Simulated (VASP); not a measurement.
A run of VASP 6.6.1:

INCAR

```
SYSTEM = MoS2
PREC = Accurate ; ENCUT = 520
EDIFF = 1E-6 ; ISMEAR = 0
SIGMA = 0.05 ; LREAL = .False.
LASPH = .True. ; NELM = 150
ALGO = Fast ; ISIF = 2
LWAVE = .False. ; LCHARG = .False.
ISPIN = 2 ; MAGMOM = 2 -2 0 0 0 0
LORBIT = 11 ; LMAXMIX = 4
GGA = PE ; NBANDS = 39
```

The input KPOINTS:

```
regular mesh
0
Gamma
  7 7 2
  0 0 0
```

File POSCAR:

```
MoS2
1.0
    3.1610015200      0.0000000000      0.0000000000
   -1.5805007600      2.7375076200      0.0000000000
    0.0000000000      0.0000000000     12.2949997000
Mo S
2 4
Direct
    0.3333333333      0.6666666667      0.2500000000
    0.6666666667      0.3333333333      0.7500000000
    0.3333333333      0.6666666667      0.6275000000
    0.6666666667      0.3333333333      0.1275000000
    0.3333333333      0.6666666667      0.8725000000
    0.6666666667      0.3333333333      0.3725000000
```

Potentials or basis: VASP PAW PBE potentials, release 64 (Mo_sv, S).

Launch:

```sh
$ cat potpaw_PBE.64/Mo_sv/POTCAR potpaw_PBE.64/S/POTCAR > POTCAR
$ mpirun -np 1 vasp_std > vasp.out
```

Hardware: 1 thread of Intel(R) Xeon(R) Platinum 8259CL CPU @ 2.50GHz (Skylake/Cascade Lake), with other jobs on the host.

Task: Estimate the wall time of this run.

Result: It took 110 s on 1 thread of Intel(R) Xeon(R) Platinum 8259CL CPU @ 2.50GHz (Skylake/Cascade Lake) (shared host), peak memory 0.31 GiB. Counts: scf iterations 16, k points 16.
